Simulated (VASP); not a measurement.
Energy against volume of Se (trig). Method: optB88-vdW, VASP's PBE PAW potentials (set 64) (plane waves; VASP). Run with 520 eV cut-off, 6×6×5 Γ-centred mesh, Gaussian smearing of 0.050 eV, potentials Se.

Shape and ions are relaxed at each volume.

```json
[
 {"V (Å³/atom)": "25.528", "E (eV/atom)": "-1.86330"},
 {"V (Å³/atom)": "26.318", "E (eV/atom)": "-1.86498"},
 {"V (Å³/atom)": "27.107", "E (eV/atom)": "-1.86378"},
 {"V (Å³/atom)": "27.897", "E (eV/atom)": "-1.86039"}
]
```

**Question.** Fit these four points and predict the energy of the run at 24.739 Å³/atom.

**Answer.** A cubic in V^(−2/3), the third-order Birch-Murnaghan form, passes through the four points with V0 = 26.35 Å³/atom and B0 = 19 GPa, and gives -1.8579 eV/atom there. The run gave -1.8579 eV/atom, +0.0 meV/atom from the fit; all five points give B0 = 19 GPa.

The compound is Se in the trig structure. It was relaxed first.
